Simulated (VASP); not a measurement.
# CoSi2: Co into a neighbouring Co vacancy, part 3 of 4

How hard is this move in CoSi2: Co into a neighbouring Co vacancy? Both ends are relaxed first, then a band of images between them. The start is a cell from a database of measured crystal structures.

VASP 6.6.1, plane waves and PAW; the level of theory is named at each step.

So far. Step 2 (Relax the host): The run ended after 3 ionic steps, 0.048 eV below its first step, once forces and stress met EDIFFG = -0.02. Step 3 (Relax the start): The run ended after 9 ionic steps, 0.124 eV below its first step, once the forces on the free atoms met EDIFFG = -0.05.

The database entry behind the starting cell differs from later determinations by our own check (0.1 to 0.3 % short, probably kX units), so it need not match the best structure at ambient conditions.

## Step 4: Relax the end

Level of this step: LDA, spin-polarised from a ferromagnetic start; plane waves and PAW (Co, Si) (VASP).

The end state is relaxed in the same way, so that both ends share their errors.

INCAR reads:

```
SYSTEM = Co7Si16
PREC = Normal
ENCUT = 280
EDIFF = 1E-05
NELM = 120
ISMEAR = 1
SIGMA = 0.15
LREAL = Auto
ALGO = Fast
GGA = CA
NBANDS = 107
ISPIN = 2
MAGMOM = 2 2 2 2 2 2 2 0 0 0 0 0 0 0 0 0 0 0 0 0 0 0 0
LASPH = .TRUE.
LMAXMIX = 4
LORBIT = 11
LWAVE = .FALSE.
LCHARG = .FALSE.
KPAR = 3
IBRION = 2
NSW = 60
ISIF = 2
EDIFFG = -0.05
POTIM = 0.4
MAXMIX = 40
ISYM = 0
```

POSCAR reads:

```
Co7Si16
1.0
    0.0000000000      5.2744270254      5.2744270254
    5.2744270254      0.0000000000      5.2744270254
    5.2744270254      5.2744270254      0.0000000000
Co Si
7 16
Direct
    0.0012754599     -0.0024036463      0.0033682558
    0.0034439853      0.4975170537     -0.0005915662
   -0.0051624888      0.4995436102      0.5038534719
    0.5008332781      0.0021066577     -0.0025238054
    0.4942749323      0.0011931514      0.4995410813
    0.4983993192      0.4991729541      0.0041782689
    0.5017348362      0.5000412973      0.4999547257
    0.3736451895      0.3759952327      0.3773273735
    0.3732249002      0.3682401280      0.8807783509
    0.3726230716      0.8719721746      0.3775020609
    0.3747693592      0.8785009289      0.8727610607
    0.8788176449      0.3758040651      0.3737197046
    0.8697426150      0.3745152689      0.8769367546
    0.8701592064      0.8772298372      0.3794187868
    0.8759792037      0.8772520184      0.8732949873
    0.1236069419      0.1236834568      0.1264451949
    0.1234120638      0.1291129098      0.6226676366
    0.1145441671      0.6261041850      0.1296744048
    0.1267634033      0.6194412087      0.6328979222
    0.6268939367      0.1199181470      0.1253393634
    0.6263080285      0.1257092601      0.6223719514
    0.6259605820      0.6233700249      0.1250931167
    0.6241931734      0.6222030241      0.6245940835
```

KPOINTS reads:

```
Automatic mesh
0
Gamma
3 3 3
0 0 0
```

The projector-augmented-wave data sets are Co and Si (LDA family, release 64).

Launch:

```
$ mpirun -np 3 vasp_std
```

The log of the run:

```text
[... set-up lines as in an earlier step ...]
 entering main loop
       N       E                     dE             d eps       ncg     rms          rms(c)
DAV:   1     0.575837676813E+03    0.57584E+03   -0.31828E+04  5992   0.721E+02
DAV:   2    -0.105642127172E+03   -0.68148E+03   -0.62011E+03  6216   0.215E+02
DAV:   3    -0.169483546108E+03   -0.63841E+02   -0.59416E+02  7010   0.742E+01
DAV:   4    -0.172011341119E+03   -0.25278E+01   -0.25035E+01  7264   0.160E+01
DAV:   5    -0.172095156699E+03   -0.83816E-01   -0.83740E-01  7776   0.267E+00    0.444E+01
RMM:   6    -0.194880844104E+03   -0.22786E+02   -0.15774E+02  5992   0.533E+01    0.466E+01
RMM:   7    -0.164673919890E+03    0.30207E+02   -0.59214E+01  5992   0.329E+01    0.136E+01
RMM:   8    -0.164213450433E+03    0.46047E+00   -0.13676E+00  5992   0.393E+00    0.529E+00
RMM:   9    -0.164321482075E+03   -0.10803E+00   -0.69734E-01  5992   0.274E+00    0.530E+00
RMM:  10    -0.164227784252E+03    0.93698E-01   -0.54808E-01  6002   0.298E+00    0.449E+00
RMM:  11    -0.164077734127E+03    0.15005E+00   -0.17317E-01  6028   0.174E+00    0.109E+00
RMM:  12    -0.164078320721E+03   -0.58659E-03   -0.34441E-02  6340   0.569E-01    0.825E-01
RMM:  13    -0.164076292169E+03    0.20286E-02   -0.12443E-02  6126   0.413E-01    0.539E-01
RMM:  14    -0.164076392436E+03   -0.10027E-03   -0.60196E-03  6986   0.215E-01    0.168E-01
RMM:  15    -0.164076901289E+03   -0.50885E-03   -0.15511E-03  6025   0.134E-01    0.261E-01
RMM:  16    -0.164076371610E+03    0.52968E-03   -0.86287E-04  6036   0.123E-01    0.803E-02
RMM:  17    -0.164076374694E+03   -0.30842E-05   -0.32374E-04  6940   0.438E-02    0.427E-02
RMM:  18    -0.164076381094E+03   -0.63992E-05   -0.33413E-05  4938   0.191E-02
   1 F= -.16407638E+03 E0= -.16407571E+03  d E =-.164076E+03  mag=    -0.0031
 curvature:   0.00 expect dE= 0.000E+00 dE for cont linesearch  0.000E+00
 trial: gam= 0.00000 g(F)=  0.141E+00 g(S)=  0.000E+00 ort = 0.000E+00 (trialstep = 0.100E+01)
 search vector abs. value=  0.141E+00
 bond charge predicted
       N       E                     dE             d eps       ncg     rms          rms(c)
DAV:   1    -0.164165615260E+03   -0.89241E-01   -0.75189E+00  6520   0.664E+00    0.794E-01
RMM:   2    -0.164172715181E+03   -0.70999E-02   -0.15933E-01  5992   0.163E+00    0.630E-01
RMM:   3    -0.164179181895E+03   -0.64667E-02   -0.41416E-02  5992   0.758E-01    0.864E-01
RMM:   4    -0.164173348420E+03    0.58335E-02   -0.14519E-02  6014   0.508E-01    0.209E-01
RMM:   5    -0.164173391145E+03   -0.42725E-04   -0.35312E-03  6186   0.223E-01    0.167E-01
RMM:   6    -0.164173458214E+03   -0.67069E-04   -0.12183E-03  6129   0.136E-01    0.165E-01
RMM:   7    -0.164173219337E+03    0.23888E-03   -0.44732E-04  5994   0.833E-02    0.526E-02
RMM:   8    -0.164173212834E+03    0.65033E-05   -0.14772E-04  5852   0.380E-02    0.244E-02
RMM:   9    -0.164173213256E+03   -0.42211E-06   -0.43178E-05  5357   0.216E-02
   2 F= -.16417321E+03 E0= -.16416987E+03  d E =-.968322E-01  mag=     0.0001
[...]
3 F= -.16419073E+03 E0= -.16418622E+03  d E =-.114345E+00  mag=     0.0001
[...]
4 F= -.16420579E+03 E0= -.16420100E+03  d E =-.150612E-01  mag=     0.0004
[...]
5 F= -.16421217E+03 E0= -.16420788E+03  d E =-.214395E-01  mag=     0.0001
[...]
6 F= -.16421225E+03 E0= -.16420809E+03  d E =-.215247E-01  mag=     0.0000
[...]
7 F= -.16421466E+03 E0= -.16421080E+03  d E =-.241210E-02  mag=    -0.0002
 trial-energy change:   -0.002412  1 .order   -0.002379   -0.003525   -0.001232
 step:   2.1567(harm=  2.1567)  dis= 0.00671  next Energy=  -164.214961 (dE=-0.271E-02)
 bond charge predicted
       N       E                     dE             d eps       ncg     rms          rms(c)
DAV:   1    -0.164214937428E+03   -0.27172E-03   -0.88347E-02  6280   0.708E-01    0.755E-02
RMM:   2    -0.164214975890E+03   -0.38462E-04   -0.13583E-03  5992   0.141E-01    0.332E-02
RMM:   3    -0.164215009080E+03   -0.33190E-04   -0.29562E-04  5992   0.557E-02    0.191E-02
RMM:   4    -0.164215015031E+03   -0.59509E-05   -0.54771E-05  5924   0.282E-02
   8 F= -.16421502E+03 E0= -.16421133E+03  d E =-.276393E-02  mag=    -0.0002
 curvature:  -1.33 expect dE=-0.695E-03 dE for cont linesearch -0.153E-05
 trial: gam= 0.20777 g(F)=  0.520E-03 g(S)=  0.000E+00 ort =-0.598E-04 (trialstep = 0.155E+01)
 search vector abs. value=  0.630E-03
 reached required accuracy - stopping structural energy minimisation
```

Wall time 3.1 min (3 MPI ranks of AMD EPYC 9R45, shared host); peak memory 1 GiB.

OUTCAR, selected parts (step 4):

```text
 Found     14 irreducible k-points:

   NELECT =     127.0000    total number of electrons

 E-fermi :  10.3967

 spin component 1
 k-point     1 :       0.0000    0.0000    0.0000
  band No.  band energies     occupation
    ...
     60       9.8867      1.00001
     61       9.8874      1.00001
     62      10.0396      1.00194
     63      10.0426      1.00211
     64      10.0502      1.00259
     65      11.1966     -0.00000
     66      11.2001     -0.00000
     67      11.2005     -0.00000
     68      11.3629     -0.00000
     69      12.3665     -0.00000
    ...

 k-point     2 :       0.3333    0.0000    0.0000
  band No.  band energies     occupation
    ...
     59       9.3800      1.00000
     60       9.5236      1.00000
     61       9.5251      1.00000
     62       9.6563      1.00000
     63      10.1531      1.02195
     64      10.6682     -0.01406
     65      10.6838     -0.01045
     66      11.4057     -0.00000
     67      11.4271     -0.00000
     68      11.6283     -0.00000
    ...

 k-point     3 :       0.0000    0.3333    0.0000
  band No.  band energies     occupation
    ...
     59       9.3837      1.00000
     60       9.5222      1.00000
     61       9.5240      1.00000
     62       9.6602      1.00000
     63      10.1534      1.02203
     64      10.6572     -0.01699
     65      10.6973     -0.00789
     66      11.3882     -0.00000
     67      11.4461     -0.00000
     68      11.6286     -0.00000
    ...

 k-point     4 :       0.0000    0.0000    0.3333
  band No.  band energies     occupation
    ...
     59       9.3845      1.00000
     60       9.5239      1.00000
     61       9.5261      1.00000
     62       9.6556      1.00000
     63      10.1535      1.02207
     64      10.6557     -0.01741
     65      10.6935     -0.00857
     66      11.3899     -0.00000
     67      11.4451     -0.00000
     68      11.6265     -0.00000
    ...

  Total       -5.1304642     -5.1682344     -5.1441602     -0.0162566     -0.0300802     -0.0627311
  in kB      -28.0098886    -28.2160960    -28.0846623     -0.0887531     -0.1642236     -0.3424817
  external PRESSURE =     -28.1035490 kB  Pullay stress =       0.0000000 kB

 POSITION                                       TOTAL-FORCE (eV/Angst)
 -----------------------------------------------------------------------------------
      5.28475      5.27766     10.53951        -0.004498     -0.016299      0.020207
      2.63941      5.28603      7.90212        -0.012665      0.012784      0.013943
      5.29587      7.91170      7.90614        -0.010557      0.015580     -0.009454
     10.53278      7.91382      7.91205         0.032987     -0.005054     -0.002912
      7.91518      5.25805      7.89159         0.006149      0.001769      0.003565
      2.64649      2.63710      5.26068        -0.001644     -0.030539     -0.019152
      5.27007      5.27922      5.26774         0.011455     -0.000204     -0.005847
      3.95807      3.94802      3.94821        -0.004781      0.005925      0.008896
      6.59532      6.60168      3.95403         0.006924      0.018138     -0.000645
      6.60604      3.92977      6.56236         0.002268      0.011472      0.009024
      9.22754      6.59469      6.57787        -0.001328      0.001845     -0.000149
      3.94393      6.62000      6.56992        -0.006783     -0.007192     -0.012407
      6.61292      9.22642      6.57453        -0.039464      0.011332      0.020548
      6.62570      6.61015      9.24266         0.005087     -0.008526     -0.023484
      9.20180      9.21568      9.24911         0.034962      0.006335     -0.011573
      1.33641      1.34731      1.29543        -0.000564     -0.009756     -0.007181
      3.94988      3.93114      1.28858        -0.006699      0.003516     -0.001586
      3.96337      1.32521      3.95041        -0.021278      0.009719      0.004464
      6.61180      3.94897      3.96652         0.032878     -0.021261      0.003585
      1.32570      3.94747      3.95083        -0.014605      0.006025     -0.008533
      3.92643      6.61017      3.96669         0.011196     -0.014007      0.011219
      3.94850      3.95401      6.57970         0.006787      0.010179      0.010863
      6.60928      6.59609      6.57621        -0.025827     -0.001781     -0.003389
 -----------------------------------------------------------------------------------
    total drift:                                0.018815     -0.013421     -0.030906

  FREE ENERGIE OF THE ION-ELECTRON SYSTEM (eV)
  ---------------------------------------------------
  free  energy   TOTEN  =      -164.2150150310 eV

  energy  without entropy=     -164.2039508460  energy(sigma->0) =     -164.21132697

 total charge
# of ion       s       p       d       tot
------------------------------------------
    1        0.553   0.765   7.640   8.958
    2        0.553   0.765   7.640   8.959
    3        0.553   0.766   7.641   8.960
    4        0.553   0.764   7.640   8.957
    5        0.553   0.765   7.640   8.958
    6        0.577   0.767   7.699   9.043
    7        0.553   0.766   7.641   8.959
    8        0.729   0.919   0.000   1.647
    9        0.729   0.918   0.000   1.647
   10        0.739   0.880   0.000   1.619
   11        0.729   0.918   0.000   1.647
   12        0.739   0.881   0.000   1.620
   13        0.729   0.919   0.000   1.647
   14        0.739   0.881   0.000   1.619
   15        0.739   0.881   0.000   1.619
   16        0.738   0.881   0.000   1.619
   17        0.738   0.881   0.000   1.620
   18        0.729   0.918   0.000   1.647
   19        0.738   0.882   0.000   1.621
   20        0.729   0.918   0.000   1.647
   21        0.739   0.881   0.000   1.620
   22        0.729   0.919   0.000   1.648
   23        0.729   0.918   0.000   1.647
--------------------------------------------------
tot         15.635  19.754  53.541  88.930

 magnetization (x)
# of ion       s       p       d       tot
------------------------------------------
    1       -0.000  -0.000  -0.000  -0.000
    2        0.000  -0.000  -0.000  -0.000
    3       -0.000  -0.000  -0.000  -0.000
    4        0.000  -0.000  -0.000  -0.000
    5       -0.000  -0.000  -0.000  -0.000
    6       -0.000  -0.000  -0.000  -0.000
    7       -0.000  -0.000   0.000  -0.000
    8       -0.000  -0.000   0.000  -0.000
    9       -0.000  -0.000   0.000  -0.000
   10       -0.000  -0.000   0.000  -0.000
   11       -0.000  -0.000   0.000  -0.000
   12       -0.000  -0.000   0.000  -0.000
   13       -0.000  -0.000   0.000  -0.000
   14       -0.000  -0.000   0.000  -0.000
   15       -0.000  -0.000   0.000  -0.000
   16       -0.000  -0.000   0.000  -0.000
   17       -0.000  -0.000   0.000  -0.000
   18       -0.000  -0.000   0.000  -0.000
   19       -0.000  -0.000   0.000  -0.000
   20       -0.000  -0.000   0.000  -0.000
   21       -0.000  -0.000   0.000  -0.000
   22       -0.000  -0.000   0.000  -0.000
   23       -0.000  -0.000   0.000  -0.000
--------------------------------------------------
tot         -0.000  -0.000  -0.000  -0.000

[... 6 parts as in an earlier step ...]

[... 9 further parts left out ...]
```

CONTCAR:

```
Co7Si16
   1.00000000000000
     0.0000000000000000    5.2744270253999996    5.2744270253999996
     5.2744270253999996    0.0000000000000000    5.2744270253999996
     5.2744270253999996    5.2744270253999996    0.0000000000000000
  Co              Si
     7    16
Direct
     0.9984422597722230    0.9997863942351958    0.0021711707522719
     0.9999895765421977    0.4982051604238982    0.0022104718179074
     0.9974519022979763    0.5015049763472418    0.5025602054915230
     0.5017690824941373    0.9983093818160941    0.9986433667267018
     0.4962112223471137    0.9999873638057136    0.5006841687985363
     0.4978069343293979    0.4995865855942652    0.0021724377520888
     0.5002334032344139    0.4984991437399854    0.5006747261815199
     0.3733251091961481    0.3752314385456403    0.3751953729523724
     0.3754333717600448    0.3742275794385584    0.8762057653137388
     0.3683890203802588    0.8757952329341904    0.3766710986692057
     0.3739767591536220    0.8731485569761802    0.8763375227224048
     0.8764930512253538    0.3691256400307490    0.3786198957913329
     0.8709977185938446    0.3754936197475384    0.8782772588235088
     0.8747032963804833    0.8776509221409154    0.3785420476116906
     0.8781039053381051    0.8754715671122221    0.8691344082114221
     0.1238371246391252    0.1217695759300391    0.1316054508133282
     0.1203770011463006    0.1239297885948541    0.6249444808172943
     0.1243982106424382    0.6245767502218974    0.1268538801735914
     0.1235867821952263    0.6284425705529786    0.6251149731196666
     0.6230635735967234    0.1259903706154517    0.1253540332636772
     0.6304411092797891    0.1216205590754063    0.6228079553549848
     0.6242576217563623    0.6232136146973266    0.1253986296664953
     0.6221547730987151    0.6246561557236614    0.6284238639747419
```

Relaxation path:

| step | energy less that of the first step (eV) | largest force (eV/Å) |
| --- | --- | --- |
| 1 | 0.0000 | 0.7189 |
| 2 | -0.0968 | 0.3381 |
| 3 | -0.1143 | 0.2184 |
| 4 | -0.1294 | 0.1619 |
| 5 | -0.1358 | 0.1038 |
| 6 | -0.1359 | 0.0982 |
| 7 | -0.1383 | 0.0585 |
| 8 | -0.1386 | 0.0459 |

The atoms that moved most (Å):

```csv
atom,dx,dy,dz,length
Si19,0.006,-0.058,0.031,0.066
Si18,-0.023,0.037,0.044,0.062
Si12,-0.009,0.014,-0.047,0.050
Si17,-0.015,-0.004,-0.043,0.046
Si9,0.007,-0.012,0.043,0.046
Si20,0.032,-0.020,0.012,0.040
Si11,-0.009,0.015,-0.032,0.037
Si23,0.033,0.009,0.002,0.035
```

Final coordinates:

```xyz
23
Lattice="0.0000 5.2744 5.2744 5.2744 0.0000 5.2744 5.2744 5.2744 0.0000" Properties=species:S:1:pos:R:3 pbc="T T T"
Co    0.0103    0.0032   -0.0093
Co    2.6394    0.0116    2.6277
Co    5.2959    2.6373    2.6317
Co   -0.0161    2.6394    2.6376
Co    2.6408    5.2581    2.6172
Co    2.6465    2.6371    5.2607
Co    5.2701    5.2792    5.2677
Si    3.9581    3.9480    3.9482
Si    6.5953    6.6017    3.9540
Si    6.6060    3.9298    6.5624
Si    9.2275    6.5947    6.5779
Si    3.9439    6.6200    6.5699
Si    6.6129    9.2264    6.5745
Si    6.6257    6.6102    9.2427
Si    9.2018    9.2157    9.2491
Si    1.3364    1.3473    1.2954
Si    3.9499    3.9311    1.2886
Si    3.9634    1.3252    3.9504
Si    6.6118    3.9490    3.9665
Si    1.3257    3.9475    3.9508
Si    3.9264    6.6102    3.9667
Si    3.9485    3.9540    6.5797
Si    6.6093    6.5961    6.5762
```

Numbers from this step:

```yaml
electronic_cycles: 60
free_energy_toten: -164.2150 eV
energy_at_zero_smearing: -164.2113 eV
```

The run ended after 8 ionic steps, 0.139 eV below its first step, once the forces on the free atoms met EDIFFG = -0.05.

(Continued in part 4 of 4.)

[Lines on the potential files, build, host, timing and source positions are cut from VASP's logs without a mark.]

[Logs are printed without paths, hosts, clocks, repeated set-up lines and the standing remarks that a program may print on its own settings, such as how far it seeks lower states.]

[Hosts, paths, dates, database ids (printed as entryN), source tags and the programs' standing remarks are cut or masked in the printed files.]

[Runs that stopped without an error message from VASP are left out.]
